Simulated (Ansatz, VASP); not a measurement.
# K3Na3Si10B2O26 (glassy 71SiO2-7B2O3-11Na2O-11K2O (mol %)) in two plane-wave programs, part 3 of 3

Wanted: the spread between two codes on one cell, functional and k mesh. Of the first pair: The structure shown is the start of the Ansatz relaxation below; VASP solves that cell, so the two are compared at the walk's first step.

VASP 6.6.1 and Ansatz 0.2.0.

So far. Step 3 (VASP: single point, PBE, start cell, pair 1): The run ends at a pressure of -0.80 GPa, with forces up to 4.7 eV/Å.

### 6. VASP: single point, PBE, relaxed cell, pair 2

Level of this step: PBE; plane waves and PAW (Si, B, Na_pv, K_sv, O) (VASP).

The same cell, functional, mesh and smearing now go to VASP, with its own data sets.

Contents of INCAR:

```
SYSTEM = K3Na3Si10B2O26
PREC = Accurate
ENCUT = 600
EDIFF = 1E-06
NELM = 120
ISMEAR = -1
SIGMA = 0.025
LREAL = Auto
ALGO = Normal
GGA = PE
NBANDS = 312
LORBIT = 11
LWAVE = .FALSE.
LCHARG = .FALSE.
ISIF = 2
LASPH = .TRUE.
GGA_COMPAT = .FALSE.
EFERMI = MIDGAP
NCORE = 2
```

Contents of POSCAR:

```
K3Na3Si10B2O26
1.0
   11.0479810000      0.2052030000     -0.1494400000
    0.2052030000     10.7340720000     -0.3097320000
   -0.1494400000     -0.3097320000     10.6213440000
Si B Na K O
20 4 6 6 52
Direct
    0.5081400000      0.9604700000      0.0178400000
    0.1234700000      0.0951600000      0.1803100000
    0.1464400000      0.8745300000      0.5239100000
    0.2514100000      0.4718300000      0.1740200000
    0.7548400000      0.7315400000      0.2137100000
    0.6237900000      0.7080900000      0.9525500000
    0.8710100000      0.9985600000      0.2488600000
    0.4543200000      0.4839700000      0.9769000000
    0.5033800000      0.8449800000      0.2825000000
    0.7406000000      0.1023500000      0.9895800000
    0.2982700000      0.7005200000      0.3342500000
    0.8342300000      0.4500600000      0.2049900000
    0.7991500000      0.5201700000      0.5570700000
    0.1249900000      0.1798600000      0.5328600000
    0.8015100000      0.5501200000      0.8358400000
    0.0463800000      0.3385200000      0.0508900000
    0.0917100000      0.1605500000      0.8187900000
    0.7675400000      0.0479100000      0.5257500000
    0.8747100000      0.8122400000      0.5895100000
    0.2967200000      0.2516000000      0.3472000000
    0.6884500000      0.3746400000      0.0100500000
    0.8872900000      0.0087700000      0.7608300000
    0.2773200000      0.0894800000      0.9976600000
    0.9455700000      0.3504200000      0.4266800000
    0.6649400000      0.2792400000      0.3908600000
    0.8003200000      0.2636900000      0.7627100000
    0.4673700000      0.0956500000      0.4808500000
    0.0207200000      0.7016200000      0.3207000000
    0.5445600000      0.5460000000      0.3083500000
    0.4905800000      0.2454000000      0.1411200000
    0.4457100000      0.4538200000      0.5856000000
    0.4287800000      0.2128000000      0.8299700000
    0.2095800000      0.8467100000      0.8680600000
    0.1297600000      0.4856100000      0.7803200000
    0.4743900000      0.7886000000      0.6151600000
    0.9313300000      0.8231000000      0.9650000000
    0.2082500000      0.6108400000      0.2362600000
    0.3767100000      0.6215100000      0.4318800000
    0.3730900000      0.4719600000      0.8511900000
    0.2378600000      0.3795100000      0.2891300000
    0.0167500000      0.0086400000      0.2354800000
    0.8502900000      0.8439800000      0.2476800000
    0.9317900000      0.4464100000      0.5165200000
    0.6833500000      0.4864300000      0.4705300000
    0.8032700000      0.0466300000      0.1196300000
    0.7513300000      0.2514300000      0.9851400000
    0.7003900000      0.4106300000      0.1528200000
    0.0033300000      0.8214300000      0.5144400000
    0.8915500000      0.8722100000      0.7326800000
    0.5934300000      0.0800700000      0.9956600000
    0.4417200000      0.2541700000      0.3505600000
    0.3869500000      0.7621700000      0.2331400000
    0.6256900000      0.7425800000      0.2818200000
    0.7625500000      0.8934400000      0.5235100000
    0.9371300000      0.4336400000      0.0998100000
    0.6524200000      0.1402500000      0.5443900000
    0.6915600000      0.6634300000      0.8235700000
    0.3743300000      0.9877500000      0.9634700000
    0.1961200000      0.8068300000      0.3875200000
    0.9332300000      0.5993600000      0.8611200000
    0.8188200000      0.0684300000      0.3779100000
    0.8320300000      0.6026100000      0.2519900000
    0.3881700000      0.4756500000      0.1187200000
    0.1789100000      0.0177100000      0.0592700000
    0.5296900000      0.9367600000      0.1672000000
    0.7463500000      0.4618500000      0.9372300000
    0.8626400000      0.0808300000      0.6469600000
    0.0511700000      0.2244500000      0.1431500000
    0.1011700000      0.2238000000      0.6809200000
    0.3178900000      0.1944000000      0.0595300000
    0.0315900000      0.2836800000      0.9035500000
    0.0192000000      0.2471300000      0.4443900000
    0.7918600000      0.0357700000      0.8606500000
    0.4880500000      0.9075900000      0.4179700000
    0.5233500000      0.6177300000      0.0005400000
    0.5584900000      0.8424500000      0.9263000000
    0.1305600000      0.0290900000      0.5123000000
    0.1601600000      0.4326600000      0.0561800000
    0.8754700000      0.3561000000      0.3163800000
    0.5582200000      0.3678600000      0.9810500000
    0.2296700000      0.8354100000      0.6387700000
    0.2546200000      0.2454500000      0.5002000000
    0.7834700000      0.4669300000      0.6989800000
    0.0039500000      0.0434600000      0.8175100000
    0.8353700000      0.6676400000      0.5746200000
    0.2248100000      0.1144400000      0.8626500000
    0.2248000000      0.1276400000      0.2911200000
    0.7321600000      0.7296300000      0.0614500000
```

Contents of KPOINTS:

```
Automatic mesh
0
Gamma
1 1 1
0 0 0
```

The projector-augmented-wave data sets are Si, B, Na_pv, K_sv and O (PBE family, release 64).

Run with:

```bash
$ mpirun -np 8 vasp_gam
```

Numbers of over 12 decimals in the logs are rounded to 6 here.

What it wrote:

```text
[... set-up lines as in an earlier step ...]
 entering main loop
       N       E                     dE             d eps       ncg     rms          rms(c)
DAV:   1     0.633845608210E+04    0.63385E+04   -0.30201E+05   624   0.187E+03
DAV:   2     0.977064610914E+02   -0.62407E+04   -0.59340E+04   744   0.478E+02
DAV:   3    -0.672498677314E+03   -0.77021E+03   -0.75905E+03   688   0.189E+02
DAV:   4    -0.713893738838E+03   -0.41395E+02   -0.40975E+02   776   0.468E+01
[...]
DAV:  18    -0.628712212332E+03    0.22011E-05   -0.14466E-05   752   0.104E-02    0.701E-03
DAV:  19    -0.628712210768E+03    0.15642E-05   -0.53930E-06   656   0.798E-03    0.290E-03
DAV:  20    -0.628712210547E+03    0.22091E-06   -0.19994E-06   496   0.509E-03
   1 F= -.62871221E+03 E0= -.62871221E+03  d E =0.000000E+00
```

OUTCAR, selected parts (step 6):

```text
  Total        0.0556056     -0.4594662     -0.2354005     -0.1480802      0.1396526      0.1387485
  in kB        0.0708270     -0.5852392     -0.2998384     -0.1886152      0.1778807      0.1767291
  external PRESSURE =      -0.2714169 kB  Pullay stress =       0.0000000 kB

 POSITION                                       TOTAL-FORCE (eV/Angst)
 -----------------------------------------------------------------------------------
      5.80835     10.40850     -0.18394         0.034565      0.006048      0.007693
      1.35668      0.99094      1.86721        -0.067898     -0.025563      0.055576
      1.71903      9.25505      5.27187        -0.023039      0.081200     -0.118958
      2.84839      5.06235      1.66461        -0.030310     -0.009977      0.006384
      8.45764      7.94111      1.93050         0.042083     -0.025611      0.026103
      6.89457      7.43366      9.80482         0.012892     -0.002667      0.046859
      9.79062     10.82027      2.20378        -0.005319     -0.023279      0.001577
      4.97264      4.98562     10.15820         0.016785      0.009446      0.109596
      5.69251      9.08587      2.66359         0.062358     -0.032421     -0.063394
      8.05525      0.94410     10.36829         0.001536     -0.004069      0.022767
      3.38908      7.47711      3.28864        -0.091840      0.015979     -0.031360
[...]
2.93310      0.70838     10.52733         0.012440     -0.063438     -0.113299
     10.45478      3.82331      4.28207        -0.019553     -0.067668     -0.013548
[...]
-----------------------------------------------------------------------------------
    total drift:                               -0.006621      0.015516      0.010369

  FREE ENERGIE OF THE ION-ELECTRON SYSTEM (eV)
  ---------------------------------------------------
  free  energy   TOTEN  =      -628.7122105467 eV

  energy  without entropy=     -628.7122105467  energy(sigma->0) =     -628.71221055

[... 1 part as in an earlier step ...]

[... 2 further parts left out ...]
[key lines of the parts left out:]
E-fermi :   3.4987
```

The run ends at a pressure of -0.03 GPa, with forces up to 0.15 eV/Å.

### 7. Differences

What differs besides the data sets and the points named for the pairs above, as far as they apply: the data sets hold 512 valence electrons in Ansatz (on its default PAW (the set named soft_2) files) and 500 in VASP; the cutoff is 420 eV in Ansatz and 600 eV in VASP (PREC = Accurate, projectors in real space). Total energies have different zeros and are not compared.

Both answers:

```csv
quantity,Ansatz,VASP,difference
pressure (GPa),0.00,-0.03,+0.03
gap on the k mesh (eV),2.795,2.807,-0.012
```

Forces on 8 of the 88 atoms, those with the largest forces and the largest differences (eV/Å; atoms numbered as in POSCAR):

```csv
atom,"Ansatz x, y, z","VASP x, y, z"
Si2,"-0.018, 0.004, -0.004","-0.068, -0.026, 0.056"
Si3,"0.037, 0.031, -0.021","-0.023, 0.081, -0.119"
Si8,"0.000, -0.007, 0.020","0.017, 0.009, 0.110"
Si9,"0.019, -0.007, -0.008","0.062, -0.032, -0.063"
Si11,"-0.021, -0.017, 0.013","-0.092, 0.016, -0.031"
B23,"0.024, 0.009, -0.043","0.012, -0.063, -0.113"
O39,"0.003, 0.007, -0.002","-0.050, 0.008, -0.078"
O60,"-0.009, -0.003, -0.006","0.080, 0.031, 0.005"
```

The forces differ by 27 meV/Å r.m.s., which is 87.2 % of the r.m.s. force of 0.032 eV/Å (both taken over all components). A gap on the mesh is an upper bound, since the band edges may lie between its points.

### 8. What came out

* r.m.s. force difference (single point, PBE, start cell, pair 1): 2.2 % of the r.m.s. force
* r.m.s. force difference (single point, PBE, relaxed cell, pair 2): 27 meV/Å

What this shows: The r.m.s. force difference is 27 meV/Å (single point, PBE, relaxed cell, pair 2), beyond the 12 meV/Å picked in this series as the mark of a large difference. The data sets hold unlike numbers of valence electrons (512 in Ansatz and 500 in VASP), so part of the differences comes from the potentials. What causes the difference of the single point, PBE, relaxed cell, pair 2 pair stays open here. Such differences can come from data sets, numerical settings and the points named under the comparisons, not from the functional's error against experiment.

[Lines on the potential files, build, host, timing and source positions are cut from VASP's logs without a mark.]

[Logs are printed without paths, hosts, clocks, repeated set-up lines and the standing remarks that a program may print on its own settings, such as how far it seeks lower states.]

[Hosts, paths, dates, database ids (printed as entryN), source tags and the programs' standing remarks are cut or masked in the printed files.]
